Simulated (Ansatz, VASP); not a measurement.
# ScSi2 in VASP and in Ansatz

```
Sc Si
1.0
     3.68424    0.00000    0.00000
    -1.84212    3.19064    0.00000
     0.00000    0.00000    3.89563
Sc Si
1 2
Direct
  0.00000 0.00000 0.00000
  0.66667 0.33333 0.50000
  0.33333 0.66667 0.50000
```

Change from the starting cell: volume scaled by 1.02.

Alike in both runs: task single point; functional PBE; k mesh 8 × 8 × 7; occupations fermi-dirac, width 0.05 eV; no spin polarisation.

|  | VASP | Ansatz |
| --- | --- | --- |
| version | VASP 6.6.1 | Ansatz 0.2.0 |
| potentials or method | VASP PAW PBE potentials, release 64 (Sc_sv, Si), cutoff 520 eV | all-electron LAPW, scalar-relativistic |

Ansatz gave:

```
gap on the k mesh at the Fermi level (eV)       : none
pressure (GPa)                                  : 21.3
largest component of the traceless stress (GPa) : 22.17
```

Question: Which values does VASP return?

Answer: gap on the k mesh at the Fermi level (eV): none; pressure (GPa): 21.4; largest component of the traceless stress (GPa): 22.06.

A gap of «none» marks a metal or a gap that the smearing closes. Ansatz ran all-electron here, so the differences hold the error of VASP's frozen core and of both bases.

Caveats: so large a pressure means that the cell lies far from this level's equilibrium, or that cutoff or potentials fall short (VASP).
